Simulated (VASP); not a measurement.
Calculation: modified Becke-Johnson potential (mBJ), VASP's PBE PAW potentials (set 64) (plane waves; VASP 6.6.1).

The input files of a VASP run:

### KPOINTS
```
K-points
0
G
 6 6 4
```

**INCAR**
```
ALGO = Normal
AMIX = 0.1
EDIFF = 1E-6
ENCUT = 520
IMIX = 1
ISIF = 0
ISMEAR = 0
LASPH = .TRUE.
LCHARG = .FALSE.
LMAXMIX = 6
LMIXTAU = .TRUE.
LREAL = .FALSE.
LWAVE = .FALSE.
METAGGA = MBJ
NELM = 300
PREC = Accurate
SIGMA = 0.05
SYSTEM = La2O3
```

File KPOINTS_OPT:
```
k-points along high-symmetry lines
7
Line-mode
Reciprocal
  0.000000   0.000000   0.000000 ! GAMMA
  0.500000   0.000000   0.000000 ! M

  0.500000   0.000000   0.000000 ! M
  0.333333   0.333333   0.000000 ! K

  0.333333   0.333333   0.000000 ! K
  0.000000   0.000000   0.000000 ! GAMMA

  0.000000   0.000000   0.000000 ! GAMMA
  0.000000   0.000000   0.500000 ! A

  0.000000   0.000000   0.500000 ! A
  0.500000   0.000000   0.500000 ! L

  0.500000   0.000000   0.500000 ! L
  0.333333   0.333333   0.500000 ! H

  0.333333   0.333333   0.500000 ! H
  0.000000   0.000000   0.500000 ! A

  0.500000   0.000000   0.500000 ! L
  0.500000   0.000000   0.000000 ! M

  0.333333   0.333333   0.500000 ! H
  0.333333   0.333333   0.000000 ! K
```

POSCAR:
```
La2O3
12.3679350
  0.1591925161  -0.2757295188   0.0000000000
  0.1591925161   0.2757295188   0.0000000000
  0.0000000000   0.0000000000   0.5000000161
La O
2 3
direct
  0.3333330000   0.6666670000   0.2472692539
  0.6666670000   0.3333330000   0.7527307461
  0.0000000000   0.0000000000   1.0000000000
  0.3333330000   0.6666670000   0.6457762275
  0.6666670000   0.3333330000   0.3542237725
```

POTCAR, in this order: La O (PBE.64 set). Program: vasp_std. Read from the step before: WAVECAR.

The resulting files:

### OUTCAR
```
 ion  position               nearest neighbor table
   1  0.333  0.667  0.247-   5 2.37   5 2.37   5 2.37   4 2.46   3 2.74   3 2.74   3 2.74
   2  0.667  0.333  0.753-   4 2.37   4 2.37   4 2.37   5 2.46   3 2.74   3 2.74   3 2.74
   3  0.000  0.000  0.000-   1 2.74   2 2.74   2 2.74   1 2.74   2 2.74   1 2.74
   4  0.333  0.667  0.646-   2 2.37   2 2.37   2 2.37   1 2.46
   5  0.667  0.333  0.354-   1 2.37   1 2.37   1 2.37   2 2.46
  LATTYP: Found a hexagonal cell.
 ALAT       =     3.9377653055
 C/A-ratio  =     1.5704256652
 Subroutine PRICEL returns:
 Original cell was already a primitive cell.
 Subroutine GETGRP returns: Found 12 space group operations
The static configuration has the point symmetry D_3d.
The dynamic configuration has the point symmetry D_3d.
 Subroutine INISYM returns: Found 12 space group operations
 Subroutine IBZKPT returns following result:
 Found     24 irreducible k-points:

 Following reciprocal coordinates:
            Coordinates               Weight
  0.000000  0.000000  0.000000      1.000000
  0.166667 -0.000000  0.000000      6.000000
  0.333333  0.000000  0.000000      6.000000
  0.500000  0.000000  0.000000      3.000000
  0.166667  0.166667  0.000000      6.000000
...
```

**OSZICAR**
```
...
DAV: 215     0.833001213662E+03   -0.33589E+02   -0.14272E+03  1912   0.111E+03    0.128E+01
DAV: 216     0.607580373034E+03   -0.22542E+03   -0.24475E+03  2304   0.104E+03    0.509E+01
DAV: 217     0.875341391952E+03    0.26776E+03   -0.28389E+03  1656   0.519E+02    0.168E+01
DAV: 218     0.776078358011E+03   -0.99263E+02   -0.15345E+03  1720   0.661E+02    0.215E+01
DAV: 219    -0.842929372683E+03   -0.16190E+04   -0.16625E+04  2304   0.354E+03    0.125E+02
DAV: 220     0.851815346250E+03    0.16947E+04   -0.73790E+03  1768   0.805E+02    0.296E+01
DAV: 221     0.774227047951E+03   -0.77588E+02   -0.26011E+03  2280   0.102E+03    0.334E+01
DAV: 222     0.823187044604E+03    0.48960E+02   -0.16839E+03  2280   0.593E+02    0.234E+01
DAV: 223     0.825594786843E+03    0.24077E+01   -0.54483E+02  2000   0.342E+02    0.252E+01
DAV: 224     0.876639165295E+03    0.51044E+02   -0.50177E+02  1752   0.320E+02    0.178E+01
DAV: 225     0.874217299298E+03   -0.24219E+01   -0.96960E+01  1936   0.122E+02    0.181E+01
DAV: 226     0.869649856345E+03   -0.45674E+01   -0.59353E+01  2264   0.101E+02    0.162E+01
DAV: 227     0.869263838948E+03   -0.38602E+00   -0.22222E+02  2040   0.310E+02    0.101E+01
DAV: 228     0.837345057516E+03   -0.31919E+02   -0.55818E+02  2232   0.499E+02    0.137E+01
DAV: 229     0.872773001805E+03    0.35428E+02   -0.44669E+02  1896   0.240E+02    0.139E+01
DAV: 230     0.836886917876E+03   -0.35886E+02   -0.59234E+02  2152   0.521E+02    0.232E+01
DAV: 231    -0.131598225140E+04   -0.21529E+04   -0.26069E+04  2144   0.591E+03    0.513E+01
DAV: 232     0.831523882027E+03    0.21475E+04   -0.81634E+03  1792   0.147E+03    0.244E+01
DAV: 233     0.766486922837E+03   -0.65037E+02   -0.30874E+03  2120   0.876E+02    0.295E+01
DAV: 234    -0.222175919510E+05   -0.22984E+05   -0.18065E+05  2296   0.210E+04    0.207E+02
DAV: 235     0.873784799548E+03    0.23091E+05   -0.97093E+03  1880   0.103E+03    0.336E+01
DAV: 236     0.900479053691E+03    0.26694E+02   -0.24945E+03  1632   0.417E+02    0.258E+01
DAV: 237     0.840848880997E+03   -0.59630E+02   -0.13648E+03  2280   0.792E+02    0.226E+01
DAV: 238     0.641099858599E+03   -0.19975E+03   -0.14983E+03  2304   0.531E+02    0.371E+01
DAV: 239     0.850087516494E+03    0.20899E+03   -0.17303E+03  1752   0.302E+02    0.242E+01
DAV: 240     0.765857142706E+03   -0.84230E+02   -0.15485E+03  2280   0.800E+02    0.205E+01
DAV: 241     0.835794877223E+03    0.69938E+02   -0.79925E+02  2040   0.305E+02    0.212E+01
DAV: 242     0.855501922093E+03    0.19707E+02   -0.43995E+02  1768   0.266E+02    0.219E+01
DAV: 243     0.866173110076E+03    0.10671E+02   -0.17160E+02  2080   0.224E+02    0.174E+01
DAV: 244    -0.335545219667E+03   -0.12017E+04   -0.12999E+04  1928   0.355E+03    0.582E+01
DAV: 245     0.853194579493E+03    0.11887E+04   -0.39628E+03  2120   0.629E+02    0.201E+01
DAV: 246     0.761034871399E+03   -0.92160E+02   -0.15185E+03  2304   0.728E+02    0.504E+01
DAV: 247     0.842181763216E+03    0.81147E+02   -0.18404E+03  1816   0.542E+02    0.263E+01
DAV: 248     0.868527065960E+03    0.26345E+02   -0.15078E+02  2016   0.191E+02    0.223E+01
DAV: 249     0.834860563270E+03   -0.33667E+02   -0.55838E+02  2088   0.455E+02    0.146E+01
DAV: 250     0.862656580542E+03    0.27796E+02   -0.67619E+02  1760   0.315E+02    0.217E+01
DAV: 251     0.531615378235E+03   -0.33104E+03   -0.49211E+03  1912   0.189E+03    0.175E+02
DAV: 252     0.543880866027E+03    0.12265E+02   -0.22548E+03  2224   0.606E+02    0.586E+01
DAV: 253     0.805415074586E+03    0.26153E+03   -0.40624E+03  1824   0.115E+03    0.281E+01
DAV: 254     0.784121642151E+03   -0.21293E+02   -0.13451E+03  1824   0.534E+02    0.203E+01
DAV: 255     0.854694929824E+03    0.70573E+02   -0.65257E+02  2264   0.538E+02    0.161E+01
DAV: 256     0.840234118337E+03   -0.14461E+02   -0.34733E+02  2072   0.463E+02    0.225E+01
DAV: 257    -0.100496742624E+04   -0.18452E+04   -0.14128E+04  2296   0.378E+03    0.152E+02
DAV: 258     0.889399173499E+03    0.18944E+04   -0.66524E+03  1824   0.907E+02    0.367E+01
DAV: 259     0.897142331780E+03    0.77432E+01   -0.18924E+03  2032   0.500E+02    0.256E+01
DAV: 260     0.850823133841E+03   -0.46319E+02   -0.96673E+02  2160   0.506E+02    0.233E+01
DAV: 261     0.885327137536E+03    0.34504E+02   -0.58613E+02  1880   0.522E+02    0.188E+01
DAV: 262     0.738573837374E+03   -0.14675E+03   -0.21650E+03  1960   0.150E+03    0.241E+01
DAV: 263     0.857899547765E+03    0.11933E+03   -0.13814E+03  1760   0.454E+02    0.341E+01
DAV: 264     0.871562987875E+03    0.13663E+02   -0.13138E+03  2032   0.903E+02    0.199E+01
DAV: 265     0.725041705784E+03   -0.14652E+03   -0.17700E+03  2200   0.997E+02    0.315E+01
DAV: 266    -0.750684839424E+04   -0.82319E+04   -0.88457E+04  2256   0.168E+04    0.175E+02
DAV: 267     0.872214692425E+03    0.83791E+04   -0.85669E+03  1824   0.963E+02    0.367E+01
DAV: 268     0.245291793136E+03   -0.62692E+03   -0.96184E+03  2296   0.328E+03    0.143E+02
DAV: 269     0.858178442656E+03    0.61289E+03   -0.34591E+03  2160   0.735E+02    0.359E+01
DAV: 270     0.880380541110E+03    0.22202E+02   -0.60442E+02  1960   0.397E+02    0.421E+01
DAV: 271     0.868192150332E+03   -0.12188E+02   -0.23284E+02  1936   0.171E+02    0.423E+01
DAV: 272     0.857556300315E+03   -0.10636E+02   -0.43360E+02  1592   0.442E+02    0.284E+01
DAV: 273     0.750076611241E+03   -0.10748E+03   -0.78523E+02  2248   0.392E+02    0.339E+01
DAV: 274     0.715590256063E+03   -0.34486E+02   -0.40275E+03  1784   0.956E+02    0.294E+01
DAV: 275    -0.453706464309E+05   -0.46086E+05   -0.53268E+05  2048   0.902E+04    0.362E+02
DAV: 276     0.114351638564E+04    0.46514E+05   -0.14847E+04  1832   0.166E+03    0.315E+01
DAV: 277     0.879455514108E+03   -0.26406E+03   -0.32637E+03  1848   0.640E+02    0.494E+01
DAV: 278     0.712544233393E+03   -0.16691E+03   -0.34866E+03  2128   0.158E+03    0.747E+01
DAV: 279    -0.135399095524E+05   -0.14252E+05   -0.12189E+05  2168   0.136E+04    0.752E+01
DAV: 280     0.781986221261E+03    0.14322E+05   -0.10941E+04  1664   0.752E+02    0.583E+01
DAV: 281     0.860312853268E+03    0.78327E+02   -0.22537E+03  2192   0.482E+02    0.450E+01
DAV: 282     0.731262499229E+03   -0.12905E+03   -0.15070E+03  2304   0.605E+02    0.315E+01
DAV: 283     0.813724795817E+03    0.82462E+02   -0.11147E+03  1904   0.621E+02    0.470E+01
DAV: 284     0.853509666848E+03    0.39785E+02   -0.45357E+02  1864   0.246E+02    0.438E+01
DAV: 285     0.858406721107E+03    0.48971E+01   -0.85597E+01  2208   0.151E+02    0.377E+01
DAV: 286     0.801257079061E+03   -0.57150E+02   -0.69344E+02  1984   0.633E+02    0.224E+01
DAV: 287     0.743922214810E+03   -0.57335E+02   -0.16730E+03  2280   0.926E+02    0.336E+01
DAV: 288     0.440085109074E+03   -0.30384E+03   -0.75241E+03  1816   0.143E+03    0.347E+01
DAV: 289     0.873047911840E+03    0.43296E+03   -0.20534E+03  1592   0.474E+02    0.222E+01
DAV: 290     0.865594204510E+03   -0.74537E+01   -0.43752E+02  1760   0.310E+02    0.269E+01
DAV: 291     0.854819616753E+03   -0.10775E+02   -0.96100E+01  2120   0.133E+02    0.273E+01
DAV: 292     0.852651374130E+03   -0.21682E+01   -0.47545E+01  2296   0.122E+02    0.240E+01
DAV: 293     0.774309918282E+03   -0.78341E+02   -0.13728E+03  1776   0.910E+02    0.154E+01
DAV: 294     0.855508150716E+03    0.81198E+02   -0.52424E+02  2008   0.319E+02    0.196E+01
DAV: 295     0.860820445484E+03    0.53123E+01   -0.10388E+02  1952   0.169E+02    0.178E+01
DAV: 296     0.866758776692E+03    0.59383E+01   -0.48106E+01  1760   0.153E+02    0.140E+01
DAV: 297     0.635773668897E+03   -0.23099E+03   -0.19584E+03  2240   0.855E+02    0.245E+01
DAV: 298    -0.792561593821E+03   -0.14283E+04   -0.68580E+03  1984   0.192E+03    0.591E+01
DAV: 299    -0.233224322070E+04   -0.15397E+04   -0.15310E+04  2304   0.401E+03    0.103E+02
DAV: 300     0.849842806879E+03    0.31821E+04   -0.87269E+03  1728   0.112E+03
   1 F= 0.84984281E+03 E0= 0.84984336E+03  d E =-.110311E-02
       N       E                     dE             ncg
       N       E                     dE             ncg
       N       E                     dE             ncg
```

File OUTCAR:
```
------------------------ aborting loop EDIFF was not reached (unconverged)  ----------------------------
  volume of cell :       83.04
      direct lattice vectors                 reciprocal lattice vectors
     1.968882692 -3.410204766  0.000000000     0.253951138 -0.146618762  0.000000000
     1.968882692  3.410204766  0.000000000     0.253951138  0.146618762  0.000000000
     0.000000000  0.000000000  6.183967699     0.000000000  0.000000000  0.161708477
 POSITION                                       TOTAL-FORCE (eV/Angst)
 -----------------------------------------------------------------------------------
      1.96888      1.13674      1.52911        -0.000000     -0.000000    -14.819197
      1.96888     -1.13674      4.65486        -0.000000      0.000000     14.819197
      0.00000      0.00000      0.00000        -0.000000     -0.000000      0.000000
      1.96888      1.13674      3.99346         0.000000     -0.000000      7.740435
      1.96888     -1.13674      2.19051         0.000000     -0.000000     -7.740435
 -----------------------------------------------------------------------------------
    total drift:                               -0.000000      0.000000      0.000000
  FREE ENERGIE OF THE ION-ELECTRON SYSTEM (eV)
  ---------------------------------------------------
  free  energy   TOTEN  =       849.8428068789 eV

  energy  without entropy=      849.8439099903  energy(sigma->0) =      849.84335843

     CMBJ =    1.0000

     CMBJA=   -0.0120

     CMBJB=    1.0230

     CMBJE=    0.5000

    CMBJ =    2.0000
```
(Selected blocks of OUTCAR.)

### stdout
```
...
DAV: 288     0.440085109074E+03   -0.30384E+03   -0.75241E+03  1816   0.143E+03    0.347E+01
DAV: 289     0.873047911840E+03    0.43296E+03   -0.20534E+03  1592   0.474E+02    0.222E+01
DAV: 290     0.865594204510E+03   -0.74537E+01   -0.43752E+02  1760   0.310E+02    0.269E+01
DAV: 291     0.854819616753E+03   -0.10775E+02   -0.96100E+01  2120   0.133E+02    0.273E+01
DAV: 292     0.852651374130E+03   -0.21682E+01   -0.47545E+01  2296   0.122E+02    0.240E+01
DAV: 293     0.774309918282E+03   -0.78341E+02   -0.13728E+03  1776   0.910E+02    0.154E+01
DAV: 294     0.855508150716E+03    0.81198E+02   -0.52424E+02  2008   0.319E+02    0.196E+01
DAV: 295     0.860820445484E+03    0.53123E+01   -0.10388E+02  1952   0.169E+02    0.178E+01
DAV: 296     0.866758776692E+03    0.59383E+01   -0.48106E+01  1760   0.153E+02    0.140E+01
DAV: 297     0.635773668897E+03   -0.23099E+03   -0.19584E+03  2240   0.855E+02    0.245E+01
DAV: 298    -0.792561593821E+03   -0.14283E+04   -0.68580E+03  1984   0.192E+03    0.591E+01
DAV: 299    -0.233224322070E+04   -0.15397E+04   -0.15310E+04  2304   0.401E+03    0.103E+02
DAV: 300     0.849842806879E+03    0.31821E+04   -0.87269E+03  1728   0.112E+03

 -----------------------------------------------------------------------------
|                                                                             |
|           W    W    AA    RRRRR   N    N  II  N    N   GGGG   !!!           |
|           W    W   A  A   R    R  NN   N  II  NN   N  G    G  !!!           |
|           W    W  A    A  R    R  N N  N  II  N N  N  G       !!!           |
|           W WW W  AAAAAA  RRRRR   N  N N  II  N  N N  G  GGG   !            |
|           WW  WW  A    A  R   R   N   NN  II  N   NN  G    G                |
|           W    W  A    A  R    R  N    N  II  N    N   GGGG   !!!           |
|                                                                             |
|     The electronic self-consistency was not achieved in the given           |
|     number of steps (NELM). The forces and other quantities evaluated       |
|     might not be reliable so examine the results carefully. If you find     |
|     spurious results, we suggest increasing NELM, if you were close to      |
|     convergence or switching to a different ALGO or adjusting the           |
|     density mixing parameters otherwise.                                    |
|                                                                             |
 -----------------------------------------------------------------------------

   1 F= 0.84984281E+03 E0= 0.84984336E+03  d E =-.110311E-02
 Start KPOINTS_OPT (optional k-point list driver)
k-point batch [1-24\63]
       N       E                     dE             ncg
k-point batch [25-48\63]
       N       E                     dE             ncg
k-point batch [49-63\63]
       N       E                     dE             ncg
```

Convergence was not reached.

mBJ is a potential without an energy functional, so only the levels count.

The compound is La2O3 in the a-type structure. It was relaxed first. The k-mesh is coarse (spacing up to 0.31 per Å, 2π included), so the numbers may not be converged in it. The cell's shape comes from a PBE relaxation.
